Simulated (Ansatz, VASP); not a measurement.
**Two plane-wave programs on CuAs**

Contents of INCAR:

```
SYSTEM = CuAs
PREC = Accurate
ENCUT = 520
EDIFF = 1E-7
ISMEAR = 0
SIGMA = 0.15
LREAL = .FALSE.
LASPH = .TRUE.
NELM = 60
ALGO = Normal
ISIF = 2
LWAVE = .FALSE.
LCHARG = .TRUE.
LELF = .TRUE.
LVHAR = .TRUE.
NBANDS = 24
```

Contents of KPOINTS:

```
Automatic mesh
0
G
  15 15 10
  0 0 0
```

File POSCAR:

```
CuAs
1.0
    3.8644070575      0.0000000000      0.0000000000
   -1.9322035287      3.3466746824      0.0000000000
    0.0000000000      0.0000000000      4.3996274350
Cu As
2 2
Direct
    0.0000000000      0.0000000000      0.5000000000
    0.0000000000      0.0000000000      0.0000000000
    0.6666666667      0.3333333333      0.7500000000
    0.3333333333      0.6666666667      0.2500000000
```

Input for Ansatz:

```yaml
crystal:
  lattice:
    - [3.8644070575, 0.0, 0.0]
    - [-1.9322035287, 3.3466746824, 0.0]
    - [0.0, 0.0, 4.399627435]
  atoms:
    - { symbol: Cu, position: [0.0, 0.0, 0.5] }
    - { symbol: Cu, position: [0.0, 0.0, 0.0] }
    - { symbol: As, position: [0.6666666667, 0.3333333333, 0.75] }
    - { symbol: As, position: [0.3333333333, 0.6666666667, 0.25] }
basis:
  ecutwfc: 520.0
kpoints:
  mp_grid: { grid: [15, 15, 10] }
hamiltonian:
  xc: lda
scf:
  occupations: { method: gaussian, width: 0.15 }
output:
  forces: true
  stress: true
  eigenvalues: true
```

Alike in both runs: task single point; functional LDA; k mesh 15 × 15 × 10; occupations gaussian, width 0.15 eV; no spin polarisation.

|  | VASP | Ansatz |
| --- | --- | --- |
| version | VASP 6.6.1 | Ansatz 0.2.0 |
| potentials or method | VASP PAW LDA potentials, release 64 (Cu, As) | scalar-relativistic, plane waves, PAW |
| plane-wave cutoff (eV) | 520 | 520 |
| valence electrons in the cell | 32 | 68 |

|  | VASP | Ansatz | Ansatz less VASP |
| --- | --- | --- | --- |
| gap on the k mesh at the Fermi level (eV) | none | none | - |
| pressure (GPa) | 10.4 | 9.9 | -0.58 |
| largest component of the traceless stress (GPa) | 15.79 | 15.81 | +0.021 |

A gap of «none» marks a metal or a gap that the smearing closes. The two sets of potentials don't hold the same shells in valence.
